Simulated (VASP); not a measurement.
# Lattice vibrations of Y3Hg

How does the lattice of Y3Hg vibrate? The cell is invented: it takes the structure of a Materials Project entry for Tb3Hg (space group 221 there), with some of its atoms replaced by other elements, volume scaled by an estimate. It may not be a known or stable phase.

Method: PBEsol; plane waves and PAW (Hg, Y_sv); invented cell, in VASP 6.6.1.

### 1. The starting structure

The structure is cubic, space group Pm-3m (No. 221). The conventional cell has a = 4.855 Å, b = 4.855 Å, c = 4.855 Å, α = 90.00°, β = 90.00°, γ = 90.00°. Nearest to Hg lie 12 Y at 3.43 Å. Y has 4 Hg at 3.43 Å and 8 Y at 3.43 Å nearest. It derives from Tb3Hg. It takes the structure of a Materials Project entry for Tb3Hg (space group 221 there), with some of its atoms replaced by other elements, volume scaled by an estimate. Farther neighbours are not listed.

### 2. Relax the host

Cell and atoms are relaxed first, so that later runs start from this functional's own cell.

INCAR reads:

```
SYSTEM = Y3Hg
PREC = Accurate
ENCUT = 350
EDIFF = 1E-06
NELM = 120
ISMEAR = 0
SIGMA = 0.05
LREAL = .FALSE.
ALGO = Normal
GGA = PS
NBANDS = 28
LORBIT = 11
LWAVE = .FALSE.
LCHARG = .FALSE.
KPAR = 4
IBRION = 2
NSW = 40
ISIF = 3
EDIFFG = -0.02
POTIM = 0.4
```

POSCAR reads:

```
Y3Hg
1.0
    4.8547460000      0.0000000000      0.0000000000
    0.0000000000      4.8547460000      0.0000000000
    0.0000000000      0.0000000000      4.8547460000
Hg Y
1 3
Direct
    0.0000000000      0.0000000000      0.0000000000
    0.5000000000      0.0000000000      0.5000000000
    0.5000000000      0.5000000000      0.0000000000
    0.0000000000      0.5000000000      0.5000000000
```

KPOINTS reads:

```
Automatic mesh
0
Gamma
4 4 4
0 0 0
```

PAW data sets: Hg and Y_sv (PBE family, release 64).

On the command line:

```bash
$ mpirun -np 4 vasp_std
```

Output:

```text
[banner, memory and clock lines left out]
running    4 mpi-ranks, on    1 nodes
 distrk:  each k-point on    1 cores,    4 groups
 distr:  one band on    1 cores,    1 groups

 POSCAR found type information on POSCAR HgY
 POSCAR found :  2 types and       4 ions
|                                                                             |
|               ----> ADVICE to this user running VASP <----                  |
|                                                                             |
|     You enforced a specific xc type in the INCAR file but a different       |
|     [... a line on the potential file left out ...]
|     I HOPE YOU KNOW WHAT YOU ARE DOING!                                     |
|                                                                             |

 LDA part: xc-table for (Slater+PW92), standard interpolation
 POSCAR, INCAR and KPOINTS ok, starting setup
 FFT: planning ... GRIDC
 FFT: planning ... GRID_SOFT
 FFT: planning ... GRID
 WAVECAR not read
 entering main loop
       N       E                     dE             d eps       ncg     rms          rms(c)
DAV:   1     0.232613073435E+03    0.23261E+03   -0.18362E+04   568   0.116E+03
DAV:   2    -0.330526870240E+00   -0.23294E+03   -0.22703E+03   592   0.326E+02
DAV:   3    -0.218352508599E+02   -0.21505E+02   -0.21005E+02   908   0.649E+01
DAV:   4    -0.229152100601E+02   -0.10800E+01   -0.10709E+01   772   0.133E+01
DAV:   5    -0.229412853001E+02   -0.26075E-01   -0.26065E-01   772   0.198E+00    0.414E+01
DAV:   6    -0.220510338873E+02    0.89025E+00   -0.17631E+00   604   0.843E+00    0.247E+01
DAV:   7    -0.218999211422E+02    0.15111E+00   -0.13571E+00   672   0.558E+00    0.394E+00
DAV:   8    -0.219001905459E+02   -0.26940E-03   -0.18445E-01   720   0.161E+00    0.127E+00
DAV:   9    -0.218948441129E+02    0.53464E-02   -0.24959E-02   652   0.946E-01    0.425E-01
DAV:  10    -0.218948389460E+02    0.51669E-05   -0.33382E-03   828   0.296E-01    0.716E-02
DAV:  11    -0.218948528414E+02   -0.13895E-04   -0.13531E-04   768   0.654E-02    0.283E-02
DAV:  12    -0.218948523256E+02    0.51577E-06   -0.55709E-06   628   0.115E-02
   1 F= -.21894852E+02 E0= -.21891032E+02  d E =-.218949E+02
 curvature:   0.00 expect dE= 0.000E+00 dE for cont linesearch  0.000E+00
 trial: gam= 0.00000 g(F)=  0.000E+00 g(S)=  0.181E+00 ort = 0.000E+00 (trialstep = 0.100E+01)
 search vector abs. value=  0.181E+00
 bond charge predicted
       N       E                     dE             d eps       ncg     rms          rms(c)
DAV:   1    -0.243273887226E+02   -0.24325E+01   -0.46299E+01   696   0.435E+01    0.113E+01
DAV:   2    -0.222345182522E+02    0.20929E+01   -0.72531E+00   616   0.176E+01    0.421E+00
DAV:   3    -0.219037635362E+02    0.33075E+00   -0.14427E+00   724   0.533E+00    0.221E+00
DAV:   4    -0.219306691984E+02   -0.26906E-01   -0.30011E-01   828   0.163E+00    0.131E+00
DAV:   5    -0.219624980412E+02   -0.31829E-01   -0.28628E-02   848   0.617E-01    0.854E-01
DAV:   6    -0.219841681736E+02   -0.21670E-01   -0.40310E-02   940   0.608E-01    0.221E-01
DAV:   7    -0.219854804913E+02   -0.13123E-02   -0.21540E-03   800   0.189E-01    0.130E-01
DAV:   8    -0.219856741656E+02   -0.19367E-03   -0.31226E-04   820   0.726E-02    0.908E-02
DAV:   9    -0.219856909522E+02   -0.16787E-04   -0.35573E-05   680   0.367E-02    0.151E-02
DAV:  10    -0.219856915531E+02   -0.60089E-06   -0.44132E-06   608   0.820E-03
   2 F= -.21985692E+02 E0= -.21979939E+02  d E =-.908392E-01
 trial-energy change:   -0.090839  1 .order   -0.088293   -0.181162    0.004576
 step:   0.9772(harm=  0.9754)  dis= 0.00000  next Energy=   -21.985744 (dE=-0.909E-01)
 reached required accuracy - stopping structural energy minimisation
```

The job ended after 7.8 s (4 MPI ranks of Intel Xeon 6975P-C (Granite Rapids), shared host; peak memory 0.73 GiB; 27 s of CPU time).

The logs omit lines about the potential files and the build; timing stands in the text.

Parts of OUTCAR (step 2):

```text
ion  position               nearest neighbor table
   1  0.000  0.000  0.000-   2 3.43   3 3.43   4 3.43   2 3.43   4 3.43   3 3.43   4 3.43   4 3.43
                             2 3.43   3 3.43   2 3.43   3 3.43
   2  0.500  0.000  0.500-   1 3.43   3 3.43   4 3.43   1 3.43   3 3.43   3 3.43   4 3.43   3 3.43
                             1 3.43   4 3.43   1 3.43   4 3.43
   3  0.500  0.500  0.000-   1 3.43   2 3.43   4 3.43   2 3.43   4 3.43   1 3.43   2 3.43   2 3.43
                             1 3.43   4 3.43   4 3.43   1 3.43
   4  0.000  0.500  0.500-   1 3.43   2 3.43   3 3.43   1 3.43   3 3.43   1 3.43   2 3.43   1 3.43
                             2 3.43   3 3.43   3 3.43   2 3.43

  LATTYP: Found a simple cubic cell.
 ALAT       =     4.8547460000

 Subroutine GETGRP returns: Found 48 space group operations
 (whereof 48 operations were pure point group operations)

The static configuration has the point symmetry O_h .

 Found     10 irreducible k-points:

   k-points           NKPTS =     10   k-points in BZ     NKDIM =     10   number of bands    NBANDS=     28

   dimension x,y,z NGX =    30 NGY =   30 NGZ =   30
   dimension x,y,z NGXF=    60 NGYF=   60 NGZF=   60

   ENCUT  =  350.0 eV  25.72 Ry    5.07 a.u.   7.41  7.41  7.41*2*pi/ulx,y,z

   NELECT =      45.0000    total number of electrons

 k-points in reciprocal lattice and weights: Automatic mesh
   0.00000000  0.00000000  0.00000000       0.016
   0.25000000  0.00000000  0.00000000       0.094
   0.50000000  0.00000000  0.00000000       0.047
   0.25000000  0.25000000  0.00000000       0.188
   0.50000000  0.25000000  0.00000000       0.188
   0.50000000  0.50000000  0.00000000       0.047
   0.25000000  0.25000000  0.25000000       0.125
   0.50000000  0.25000000  0.25000000       0.188
   0.50000000  0.50000000  0.25000000       0.094
   0.50000000  0.50000000  0.50000000       0.016

 average (electrostatic) potential at core
       1 -39.6431       2 -36.6874       3 -36.6874       4 -36.6874

 E-fermi :   3.6825

 k-point     1 :       0.0000    0.0000    0.0000
  band No.  band energies     occupation
    ...
     20       3.3298      2.00000
     21       3.3298      2.00000
     22       3.3298      2.00000
     23       3.3389      2.00000
     24       3.3389      2.00000
     25       5.3103      0.00000
     26       5.3103      0.00000
     27       5.3103      0.00000
     28       7.2412      0.00000

 k-point     2 :       0.2500    0.0000    0.0000
  band No.  band energies     occupation
    ...
     19       0.9413      2.00000
     20       2.3070      2.00000
     21       3.3269      2.00000
     22       3.3269      2.00000
     23       3.4038      2.00000
     24       3.8365      0.00001
     25       4.9313      0.00000
     26       4.9313      0.00000
     27       5.1710      0.00000
     28       6.8065      0.00000

 k-point     3 :       0.5000    0.0000    0.0000
  band No.  band energies     occupation
    ...
     19       0.2107      2.00000
     20       2.2124      2.00000
     21       3.2008      2.00000
     22       3.2008      2.00000
     23       3.4896      2.00000
     24       4.7162      0.00000
     25       5.0673      0.00000
     26       5.0673      0.00000
     27       5.4819      0.00000
     28       5.8021      0.00000

  Total        0.0631981      0.0631981      0.0631981     -0.0000000      0.0000000      0.0000000
  in kB        0.9522481      0.9522481      0.9522481     -0.0000000      0.0000000      0.0000000
  external PRESSURE =       0.9522481 kB  Pullay stress =       0.0000000 kB

  energy-cutoff  :      350.00
  volume of cell :      106.33
      direct lattice vectors                 reciprocal lattice vectors
     4.737561556  0.000000000 -0.000000000     0.211079052  0.000000000 -0.000000000
     0.000000000  4.737561556  0.000000000    -0.000000000  0.211079052 -0.000000000
     0.000000000  0.000000000  4.737561556     0.000000000 -0.000000000  0.211079052

 POSITION                                       TOTAL-FORCE (eV/Angst)
 -----------------------------------------------------------------------------------
      0.00000      0.00000      0.00000        -0.000000     -0.000000      0.000000
      2.36878      0.00000      2.36878         0.000000      0.000000      0.000000
      2.36878      2.36878     -0.00000        -0.000000     -0.000000      0.000000
      0.00000      2.36878      2.36878         0.000000      0.000000      0.000000
 -----------------------------------------------------------------------------------
    total drift:                                0.000000      0.000000     -0.000000

  FREE ENERGIE OF THE ION-ELECTRON SYSTEM (eV)
  ---------------------------------------------------
  free  energy   TOTEN  =       -21.9856915531 eV

  energy  without entropy=      -21.9741862545  energy(sigma->0) =      -21.97993890

 reached required accuracy - stopping structural energy minimisation

 total charge
# of ion       s       p       d       f       tot
--------------------------------------------------
    1        0.826   0.552   9.169   0.000  10.547
    2        2.277   6.250   1.037   0.014   9.578
    3        2.277   6.250   1.037   0.014   9.578
    4        2.277   6.250   1.037   0.014   9.578
--------------------------------------------------
tot          7.657  19.302  12.279   0.042  39.280

[... 3 further parts left out ...]
```

This run has no spin polarisation. Its electron count is odd, so without a moment it is a metal by construction. The k-mesh is coarse for a metal. The PAW data sets were made with PBE, which is usual practice but a small mismatch for other functionals. The run keeps the 48 symmetry operations of its start, so it cannot find a distortion of lower symmetry.

Relaxation path:

| step | energy less that of the first step (eV) | largest force (eV/Å) | pressure (GPa) | volume (Å³) |
| --- | --- | --- | --- | --- |
| 1 | 0.0000 | 0.0000 | -3.50 | 114.42 |
| 2 | -0.0908 | 0.0000 | 0.10 | 106.33 |

```
conventional cell, symmetrised  before  after  change
                         a (Å)   4.855  4.738  -2.4 %
                         b (Å)   4.855  4.738  -2.4 %
                         c (Å)   4.855  4.738  -2.4 %
              volume (Å³/atom)   28.60  26.58  -7.1 %
```

The relaxed structure:

```xyz
4
Lattice="4.7376 0.0000 0.0000 0.0000 4.7376 0.0000 0.0000 0.0000 4.7376" Properties=species:S:1:pos:R:3 pbc="T T T"
Hg    0.0000    0.0000    0.0000
Y     2.3688    0.0000    2.3688
Y     2.3688    2.3688    0.0000
Y     0.0000    2.3688    2.3688
```

This step gave:

- electronic cycles: 22
- electrons: 45
- free energy (TOTEN): -21.99 eV
- energy at zero smearing: -21.98 eV
- Fermi energy: 3.683 eV
- pressure: 0.09522 GPa
- labelled metallic, from the levels on this mesh: yes

The run ended after 2 ionic steps, 0.091 eV below its first step, once forces and stress met EDIFFG = -0.02.

### 3. Relax the host again, on a new basis

The volume changed by more than 5 %, so the plane waves of the start no longer fit; a second relaxation removes that error.

INCAR, as its differences from that of step 2:

```diff
@@ -16,3 +16,3 @@
 IBRION = 2
-NSW = 40
+NSW = 30
 ISIF = 3
```

POSCAR reads:

```
Y3Hg
1.0
    4.7375615556      0.0000000000      0.0000000000
    0.0000000000      4.7375615556      0.0000000000
    0.0000000000      0.0000000000      4.7375615556
Hg Y
1 3
Direct
    0.0000000000      0.0000000000      0.0000000000
    0.5000000000      0.0000000000      0.5000000000
    0.5000000000      0.5000000000      0.0000000000
    0.0000000000      0.5000000000      0.5000000000
```

KPOINTS is that of step 2.

On the command line:

```bash
$ mpirun -np 4 vasp_std
```

Output:

```text
[banner, memory and clock lines left out]
running    4 mpi-ranks, on    1 nodes
 distrk:  each k-point on    1 cores,    4 groups
 distr:  one band on    1 cores,    1 groups

 POSCAR found type information on POSCAR HgY
 POSCAR found :  2 types and       4 ions
 [... a notice as in an earlier step ...]

 LDA part: xc-table for (Slater+PW92), standard interpolation
 POSCAR, INCAR and KPOINTS ok, starting setup
 FFT: planning ... GRIDC
 FFT: planning ... GRID_SOFT
 FFT: planning ... GRID
 WAVECAR not read
 entering main loop
       N       E                     dE             d eps       ncg     rms          rms(c)
DAV:   1     0.230064592060E+03    0.23006E+03   -0.18540E+04   560   0.116E+03
DAV:   2    -0.874392924750E+00   -0.23094E+03   -0.22429E+03   604   0.329E+02
DAV:   3    -0.221128927745E+02   -0.21238E+02   -0.20595E+02   936   0.644E+01
DAV:   4    -0.229775241277E+02   -0.86463E+00   -0.84719E+00   768   0.124E+01
DAV:   5    -0.229951864370E+02   -0.17662E-01   -0.17643E-01   780   0.175E+00    0.450E+01
DAV:   6    -0.221166271699E+02    0.87856E+00   -0.20180E+00   612   0.907E+00    0.266E+01
DAV:   7    -0.219822873896E+02    0.13434E+00   -0.12237E+00   672   0.538E+00    0.345E+00
DAV:   8    -0.219814703923E+02    0.81700E-03   -0.18748E-01   716   0.159E+00    0.118E+00
DAV:   9    -0.219781780191E+02    0.32924E-02   -0.17372E-02   652   0.886E-01    0.521E-01
DAV:  10    -0.219778671134E+02    0.31091E-03   -0.30124E-03   784   0.300E-01    0.918E-02
DAV:  11    -0.219778754679E+02   -0.83545E-05   -0.17246E-04   828   0.723E-02    0.323E-02
DAV:  12    -0.219778737861E+02    0.16818E-05   -0.13511E-05   684   0.204E-02    0.586E-03
DAV:  13    -0.219778744417E+02   -0.65567E-06   -0.12837E-06   424   0.772E-03
   1 F= -.21977874E+02 E0= -.21972123E+02  d E =-.219779E+02
 curvature:   0.00 expect dE= 0.000E+00 dE for cont linesearch  0.000E+00
 trial: gam= 0.00000 g(F)=  0.000E+00 g(S)=  0.216E-05 ort = 0.000E+00 (trialstep = 0.100E+01)
 search vector abs. value=  0.216E-05
 reached required accuracy - stopping structural energy minimisation
```

The job ended after 5 s (4 MPI ranks; peak memory 0.67 GiB).

OUTCAR, selected parts (step 3):

```text
  LATTYP: Found a simple cubic cell.
 ALAT       =     4.7375615556

The static configuration has the point symmetry O_h .

 Found     10 irreducible k-points:

   ENCUT  =  350.0 eV  25.72 Ry    5.07 a.u.   7.23  7.23  7.23*2*pi/ulx,y,z

   NELECT =      45.0000    total number of electrons

 E-fermi :   3.6827

 k-point     1 :       0.0000    0.0000    0.0000
  band No.  band energies     occupation
    ...
     20       3.3300      2.00000
     21       3.3300      2.00000
     22       3.3300      2.00000
     23       3.3391      2.00000
     24       3.3391      2.00000
     25       5.3105      0.00000
     26       5.3105      0.00000
     27       5.3105      0.00000
     28       7.2413      0.00000

 k-point     2 :       0.2500    0.0000    0.0000
  band No.  band energies     occupation
    ...
     19       0.9413      2.00000
     20       2.3071      2.00000
     21       3.3270      2.00000
     22       3.3270      2.00000
     23       3.4039      2.00000
     24       3.8367      0.00001
     25       4.9314      0.00000
     26       4.9314      0.00000
     27       5.1710      0.00000
     28       6.8066      0.00000

  Total        0.0086480      0.0086480      0.0086480      0.0000000     -0.0000000     -0.0000000
  in kB        0.1303053      0.1303053      0.1303053      0.0000000     -0.0000000     -0.0000000
  external PRESSURE =       0.1303053 kB  Pullay stress =       0.0000000 kB

  energy-cutoff  :      350.00
  volume of cell :      106.33
      direct lattice vectors                 reciprocal lattice vectors
     4.737561556  0.000000000  0.000000000     0.211079052  0.000000000  0.000000000
     0.000000000  4.737561556  0.000000000     0.000000000  0.211079052  0.000000000
     0.000000000  0.000000000  4.737561556     0.000000000  0.000000000  0.211079052

 POSITION                                       TOTAL-FORCE (eV/Angst)
 -----------------------------------------------------------------------------------
      0.00000      0.00000      0.00000         0.000000      0.000000      0.000000
      2.36878      0.00000      2.36878         0.000000      0.000000      0.000000
      2.36878      2.36878      0.00000         0.000000      0.000000      0.000000
      0.00000      2.36878      2.36878         0.000000      0.000000      0.000000
 -----------------------------------------------------------------------------------
    total drift:                                0.000000      0.000000     -0.000000

  FREE ENERGIE OF THE ION-ELECTRON SYSTEM (eV)
  ---------------------------------------------------
  free  energy   TOTEN  =       -21.9778744417 eV

  energy  without entropy=      -21.9663724363  energy(sigma->0) =      -21.97212344

 total charge
# of ion       s       p       d       f       tot
--------------------------------------------------
    1        0.827   0.552   9.167   0.000  10.546
    2        2.277   6.249   1.037   0.014   9.578
    3        2.277   6.249   1.037   0.014   9.578
    4        2.277   6.249   1.037   0.014   9.578
--------------------------------------------------
tot          7.657  19.300  12.278   0.042  39.278

[... 5 parts as in an earlier step ...]

[... 6 further parts left out ...]
```

Little changed from the start: no atom moved by 0.005 Å and no cell edge by 0.1 %.

This step gave:

```yaml
electronic_cycles: 13
free_energy_toten: -21.98 eV
energy_at_zero_smearing: -21.97 eV
pressure: 0.01303 GPa
```

The start already met the threshold, so nothing moved.

(Continued in part 2 of 3.)

[Lines on the potential files, build, host, timing and source positions are cut from VASP's logs without a mark.]

[Logs are printed without paths, hosts, clocks, repeated set-up lines and the standing remarks that a program may print on its own settings, such as how far it seeks lower states.]

[Hosts, paths, dates, database ids (printed as entryN), source tags and the programs' standing remarks are cut or masked in the printed files.]

[Runs that stopped without an error message from VASP are left out.]
